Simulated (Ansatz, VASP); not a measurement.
**Cross-check of AgF between VASP and Ansatz**

Wanted: the spread between two codes on one cell, functional and k mesh. The cell is generated by rule, not measured, and may not be a known phase. The cell is taken from a series of runs on this material, whose earlier steps may have relaxed or scaled it; both programs get it as it stands.

Calculated with Ansatz 0.2.0; plane waves, with VASP 6.6.1 beside it; zone-centre phonons at LDA and single point at LDA.

The structure was built from a prototype and need not be the compound's stable phase.

## Step 1: Starting point

The structure is cubic, space group Pm-3m (No. 221). Conventional cell: a = 2.902 Å, b = 2.902 Å, c = 2.902 Å, α = 90.00°, β = 90.00°, γ = 90.00°. Nearest to Ag lie 8 F at 2.51 Å. Nearest to F lie 8 Ag at 2.51 Å. Farther neighbours and most contacts between anions are not listed.

## Step 2: Ansatz: zone-centre phonons, LDA

Ansatz runs on its default PAW (the set named soft_2) files.

Second derivatives magnify differences that forces hide, and they need a tight electronic threshold.

input.yaml

```yaml
crystal:
  lattice:
    - [2.9018678117, 0.0, 0.0]
    - [0.0, 2.9018678117, 0.0]
    - [0.0, 0.0, 2.9018678117]
  atoms:
    - { symbol: Ag, position: [0.0, 0.0, 0.0] }
    - { symbol: F, position: [0.5, 0.5, 0.5] }
kpoints:
  mp_grid: { grid: [12, 12, 12] }
hamiltonian:
  xc: lda
scf:
  occupations: { method: methfessel_paxton, width: 0.15 }
output:
  eigenvalues: true
phonons:
  method: dfpt
```

Command:

```sh
ansatz run input.yaml --threads 4 --pin off --max-ram 7168MiB --backend cpu --events-out ev --progress --plain --runs-dir out
```

Numbers of over 12 decimals in the logs are rounded to 6 here.

The log of the run:

```text
Engine: ansatz 0.2.0, aarch64-unknown-linux-gnu
Pseudopotentials: kind: paw
Pseudopotential: Ag, paw, valence charge 19, recommended cutoff 420 eV (normal), Ag.paw.azcp
Pseudopotential: F, paw, valence charge 7, recommended cutoff 420 eV (normal), F.paw.azcp
Functional definition: SPW92
  exchange = slater_x
  correlation = pw_c
Crystal: 2 atoms, lattice volume = 24.436 Å³
Basis set: ecut = 420 eV, 461 PW (Γ), exchange–correlation on 40×40×40 points (8 copies of the dense FFT grid, shifted against one another)
Bands: 17, of which v1, the nominal top of the filled ones, is band 13 counted from 1 (12 counted from 0)
Symmetry: 48 space group operations
k-points: 196 of 1728 (irreducible under 8 space group operations, time reversal used)
Non-local potential: Ag, projectors of the file, l = 0: 3, l = 1: 2, l = 2: 2, l = 3: 1
Non-local potential: F, projectors of the file, l = 0: 2, l = 1: 2, l = 2: 1
PAW form: soft (Blöchl's): semilocal exchange-correlation on the pseudo side does not see the compensation charge
PAW frozen core: Ag, regenerated for the run's functional, and the local potential with it (the file was generated under x = pbe(κ = 0.804, μ = 0.219515), c = pbe(β = 0.066725))
PAW frozen core: F, regenerated for the run's functional, and the local potential with it (the file was generated under x = pbe(κ = 0.804, μ = 0.219515), c = pbe(β = 0.066725))
PAW one-centre angular grid: Ag, 590 points (default); XC on 64 Gauss nodes
PAW one-centre angular grid: F, 110 points (default); XC on 64 Gauss nodes
Initial density: superposition of atomic densities (neutral atoms: chi_scale 0, normalization atom), corrected by the library's trained network
Initial wavefunctions: pseudopotential atomic-orbital guess
Functional: x = slater, c = lda
SCF iter   1: F=—  HF=-8250.806249 eV  |F-HF|=—  |Δ(HF+E_count)|=         —  Δρ=2.57e-2  dr2=1.16e-1  ethr=1.77e-3  ⟨swp⟩=4.6  Hψ=13705  notcnv=0
preconditioner: auto → none  [metal: Δε(μ)=0.053 eV  Ē_g=15.320 eV  σ=0.150 eV  W_gap=0.29  n_scr=6 (ndim 8)  ℏωp=31.9 eV  f_vac=0.000  D(μ)=0.58/eV (n_scr^D=0)  sad-step TF]
SCF iter   2: F=—  HF=-8250.782054 eV  |F-HF|=—  |Δ(HF+E_count)|=   2.42e-2  S|Δr|=    0.00e0  Δρ=1.30e-2  dr2=3.32e-2  ethr=4.44e-4  ⟨swp⟩=1.2  Hψ=4939  notcnv=0
SCF iter   3: F=—  HF=-8250.772994 eV  |F-HF|=—  |Δ(HF+E_count)|=   9.06e-3  S|Δr|=    0.00e0  Δρ=1.62e-3  dr2=4.57e-4  ethr=1.28e-4  ⟨swp⟩=2.2  Hψ=4452  notcnv=0
SCF iter   4: F=—  HF=-8250.772860 eV  |F-HF|=—  |Δ(HF+E_count)|=   1.33e-4  S|Δr|=    0.00e0  Δρ=4.63e-4  dr2=3.83e-5  ethr=1.76e-6  ⟨swp⟩=2.4  Hψ=5573  notcnv=0
SCF iter   5: F=—  HF=-8250.772846 eV  |F-HF|=—  |Δ(HF+E_count)|=   1.45e-5  S|Δr|=    0.00e0  Δρ=3.48e-5  dr2=8.60e-8  ethr=1.47e-7  ⟨swp⟩=2.2  Hψ=5243  notcnv=0
SCF iter   6: F=—  HF=-8250.772846 eV  |F-HF|=—  |Δ(HF+E_count)|=   1.17e-7  S|Δr|=    0.00e0  Δρ=4.07e-6  dr2=2.77e-9  ethr=3.31e-10  ⟨swp⟩=2.1  Hψ=4402  notcnv=0
SCF iter   7: F=-8250.772846 eV  HF=-8250.772846 eV  |F-HF|=3.64e-12  |Δ(HF+E_count)|=  7.84e-10  S|Δr|=    0.00e0  Δρ=2.05e-7  dr2=5.92e-12  ethr=1.00e-12  ⟨swp⟩=4.1  Hψ=16365  notcnv=0
SCF 1 converged in 7 iterations: F = -8250.772846 eV  dr2 = 5.92e-12
  greatest PAW one-centre occupation: 1.002 electrons in one spin orbital (limit 2), on the Ag atom at site 0 (counted from 0), in its partial waves of l = 0
DFPT response loops at Γ: preconditioner auto → Kerker (q_TF=auto, 2.757 Å⁻¹) (partly filled bands, converged f_vac=0.000); β = 1.00, the filter's whole step (`scf.mixing.beta` (0.50) is not read by the response loops under this deck's `scf.mixing.preconditioner`; to damp them name `kerker` or `kerker_dos`, under which they read `scf.mixing.beta`, and type it under 1.00, their step now; both keys bind the ground state too); Broyden in place of MSR1
SCF converged after 7 iterations
Stability not checked: this state was not tested for a lower state beside it, because cold or Methfessel-Paxton smearing, or corrected tetrahedra, fill the levels in a way that the test cannot read (fill_not_monotonic; see scf.lower_state_search)
Free energy (F): -8250.772846 eV
Harris-Foulkes:  -8250.772846 eV  (|F-HF|=3.64e-12)
Internal energy: -8250.776139 eV  (E = F + TS)
E sigma→0 (E₀):  -8250.773669 eV
Entropy (-TS):   0.003293 eV (1.647 meV/atom)
Fermi energy:    11.846585 eV
Step filling:    the computed levels leave a gap of 0.0000 eV = 0.0 smearing widths at the electron count; against every level under it full and every level over it empty, smearing changes F+E_penalty+E_count by +0.806 meV and its σ→0 estimate by -0.017 meV
--- Per-component energies (eV) ---
  E_band       = -267.140421
  E_kinetic    = 733.459982
  E_local      = -2681.712614  (includes V_loc(G=0)·N_el)
  E_nonlocal   = 166.479569
  E_hartree    = 1166.390025
  E_xc         = -259.954250
  E_vxc        = -333.328103  (∫ρ·V_xc dr)
  E_paw        = -3960.780380  (= ΣΔE_a)
  E_vpaw       = -484.821630  (= ΣTr[D̂ρ^β])
  E_aug_tail   = 0.002229  (compensation charges beyond the density's cutoff)
  E_ewald      = -3415.498759
  E_core_change = 0.838059  (= ΣΔE_core)
  E_smearing   = 0.003293  (= −TS)
  E_closure    = 0.000000  (closes the sum)
  Σ components = -8250.772846   (vs F -8250.772846, Δ=0.00e0)
--- Band table (eV; the first three rows and the last of 196) ---
  k-point 0: bands = [... 9 lower, 8.8108, 11.0023, 11.0119, 11.0119, 11.0119, 28.9285, 28.9285, 29.2408]
  k-point 1: bands = [... 9 lower, 9.0290, 11.0175, 11.0620, 11.0620, 11.4011, 27.2867, 28.8471, 29.2616]
  k-point 2: bands = [... 9 lower, 9.4229, 11.0329, 11.1887, 11.1887, 12.2494, 25.3447, 28.6189, 29.2929]
  k-point 195: bands = [... 9 lower, 11.6778, 11.8819, 11.8819, 11.8819, 20.0738, 20.0738, 20.0738, 25.1894]
--- Phonons (Γ-DFPT): 2 representative perturbations + reference, on 196 of 1728 k-points (Σ response iterations 8) ---
  k mesh reduced under 8 symmetry operations, with k and −k counted as one. Each operation leaves every solved perturbation unchanged. A smaller set is not used because it would not reduce the number of displacements times k-points to solve
  ASR residual: 1.287e-4 → 0.000e0 eV/Å²; symmetrization residual: 3.029e-6 eV/Å²
  ASR residual per site (eV/Å²): 1.07e-5 1.29e-4
  Γ frequencies (cm⁻¹): 0.00 0.00 0.00 169.16 169.16 169.16
  non-analytic LO–TO correction: not included (Born effective charges unavailable; polar crystals: no LO–TO splitting at Γ)
```

In the SCF lines HF is the Harris–Foulkes energy and dr2 the Hartree energy of the density residual, in eV; the loop may stop once dr2 is under the threshold and the program's other checks hold. Hψ counts applications of the Hamiltonian.

## Step 3: VASP: zone-centre phonons, LDA

The same cell, functional (in two slightly different forms), mesh and smearing now go to VASP, with its own data sets and cutoff.

Lines of VASP's logs that name or quote its potential files are left out, and so is its time.

INCAR

```
SYSTEM = AgF
PREC = Accurate
ENCUT = 520
EDIFF = 1E-08
NELM = 100
ISMEAR = 1
SIGMA = 0.15
LREAL = .FALSE.
ALGO = Normal
GGA = CA
NBANDS = 15
LORBIT = 11
LWAVE = .FALSE.
LCHARG = .FALSE.
KPAR = 2
ISIF = 2
IBRION = 8
```

POSCAR

```
AgF
1.0
    2.9018678117      0.0000000000      0.0000000000
    0.0000000000      2.9018678117      0.0000000000
    0.0000000000      0.0000000000      2.9018678117
Ag F
1 1
Direct
    0.0000000000      0.0000000000      0.0000000000
    0.5000000000      0.5000000000      0.5000000000
```

KPOINTS

```
Automatic mesh
0
Gamma
12 12 12
0 0 0
```

The projector-augmented-wave data sets are Ag and F (LDA family, release 64).

Command:

```sh
mpirun -np 2 vasp_std
```

The log of the run:

```text
[banner, memory and clock lines left out]
running    2 mpi-ranks, on    1 nodes
 distrk:  each k-point on    1 cores,    2 groups
 distr:  one band on    1 cores,    1 groups

 POSCAR found type information on POSCAR AgF
 POSCAR found :  2 types and       2 ions
 LDA part: xc-table for (Slater(with rela. corr.)+CA(PZ))
 , standard interpolation
 POSCAR, INCAR and KPOINTS ok, starting setup
 FFT: planning ... GRIDC
 FFT: planning ... GRID_SOFT
 FFT: planning ... GRID
 WAVECAR not read
 entering main loop
       N       E                     dE             d eps       ncg     rms          rms(c)
DAV:   1     0.100752980990E+03    0.10075E+03   -0.98924E+03  2560   0.118E+03
DAV:   2    -0.620765381546E+01   -0.10696E+03   -0.98487E+02  2954   0.277E+02
DAV:   3    -0.860509159070E+01   -0.23974E+01   -0.23934E+01  2905   0.441E+01
DAV:   4    -0.861311495435E+01   -0.80234E-02   -0.80232E-02  3087   0.270E+00
DAV:   5    -0.861316274877E+01   -0.47794E-04   -0.47795E-04  2905   0.209E-01    0.655E+00
DAV:   6    -0.791300050469E+01    0.70016E+00   -0.21114E+00  2779   0.210E+01    0.570E+00
DAV:   7    -0.784530699345E+01    0.67694E-01   -0.21684E-01  2569   0.705E+00    0.325E+00
DAV:   8    -0.783275293968E+01    0.12554E-01   -0.10043E-01  2856   0.321E+00    0.746E-01
DAV:   9    -0.782893555947E+01    0.38174E-02   -0.82047E-03  2884   0.137E+00    0.882E-02
DAV:  10    -0.782895538496E+01   -0.19825E-04   -0.61283E-04  2618   0.232E-01    0.456E-02
DAV:  11    -0.782894636456E+01    0.90204E-05   -0.33250E-05  3129   0.763E-02    0.832E-03
DAV:  12    -0.782894586922E+01    0.49534E-06   -0.25234E-06  2702   0.210E-02    0.271E-03
DAV:  13    -0.782894589579E+01   -0.26575E-07   -0.38656E-08  3086   0.197E-03    0.251E-03
DAV:  14    -0.782894586408E+01    0.31718E-07   -0.74317E-08  2730   0.358E-03    0.270E-04
DAV:  15    -0.782894586389E+01    0.18304E-09   -0.30564E-09  1498   0.586E-04
   1 F= -.78289459E+01 E0= -.78299926E+01  d E =0.314030E-02
 Linear response reoptimize wavefunctions to high precision
DAV:   1    -0.782894586391E+01   -0.13870E-10   -0.16471E-10  1638   0.132E-04
 Linear response DOF=           2
 Linear response progress:
  Degree of freedom:   1/  2
       N       E                     dE             d eps       ncg     rms          rms(c)
RMM:   1    -0.300754263098E+00   -0.30075E+00   -0.20663E-01  8721   0.352E+00
RMM:   2    -0.296844316864E+00    0.39099E-02   -0.24681E-03  8965   0.383E-01    0.467E-02
RMM:   3    -0.296518811512E+00    0.32551E-03   -0.40297E-05  9969   0.462E-02    0.258E-02
RMM:   4    -0.296186252667E+00    0.33256E-03   -0.12253E-05  9758   0.248E-02    0.300E-03
RMM:   5    -0.296178727540E+00    0.75251E-05   -0.99733E-08 10377   0.246E-03    0.132E-03
RMM:   6    -0.296180223154E+00   -0.14956E-05   -0.24970E-08 10283   0.120E-03    0.200E-04
RMM:   7    -0.296181950910E+00   -0.17278E-05   -0.64266E-10 10410   0.181E-04    0.253E-05
RMM:   8    -0.296182048536E+00   -0.97626E-07   -0.11697E-10 10438   0.473E-05    0.831E-06
RMM:   9    -0.296181999661E+00    0.48875E-07   -0.13593E-10  9885   0.814E-06    0.511E-06
RMM:  10    -0.296181919970E+00    0.79691E-07   -0.15783E-10 10104   0.907E-06    0.467E-07
RMM:  11    -0.296181921676E+00   -0.17059E-08   -0.49296E-10  5599   0.378E-06    0.302E-07
 first order change of Fermi-energy   0.54113E-04
 force on displaced ion       1 direction 1 :  -1.774  -0.000   0.000
 Linear response progress:
  Degree of freedom:   2/  2
       N       E                     dE             d eps       ncg     rms          rms(c)
RMM:   1    -0.517698470631E+00   -0.51770E+00    0.79059E-01 10464   0.482E+00
RMM:   2    -0.517642182057E+00    0.56289E-04   -0.31519E-03  9175   0.488E-01    0.529E-02
RMM:   3    -0.518403137206E+00   -0.76096E-03   -0.11952E-04  8935   0.796E-02    0.293E-02
RMM:   4    -0.519264311075E+00   -0.86117E-03   -0.49938E-05  8521   0.523E-02    0.640E-03
RMM:   5    -0.519331572841E+00   -0.67262E-04   -0.14965E-06  9917   0.107E-02    0.146E-03
RMM:   6    -0.519295417655E+00    0.36155E-04   -0.80298E-08  8698   0.217E-03    0.447E-04
RMM:   7    -0.519291812127E+00    0.36055E-05   -0.50488E-09 10010   0.589E-04    0.555E-05
RMM:   8    -0.519291706098E+00    0.10603E-06   -0.66247E-10 10095   0.814E-05    0.239E-05
RMM:   9    -0.519291718982E+00   -0.12884E-07   -0.49060E-10  9962   0.364E-05    0.678E-06
RMM:  10    -0.519291725448E+00   -0.64662E-08   -0.81012E-10 10056   0.928E-06    0.219E-06
 first order change of Fermi-energy   0.24857E-03
 force on displaced ion       2 direction 1 :  -1.732   0.000   0.000
 Linear response finished
```

(Continued in part 2 of 2.)

[Lines on the potential files, build, host, timing and source positions are cut from VASP's logs without a mark.]

[Logs are printed without paths, hosts, clocks, repeated set-up lines and the standing remarks that a program may print on its own settings, such as how far it seeks lower states.]

[Hosts, paths, dates, database ids (printed as entryN), source tags and the programs' standing remarks are cut or masked in the printed files.]
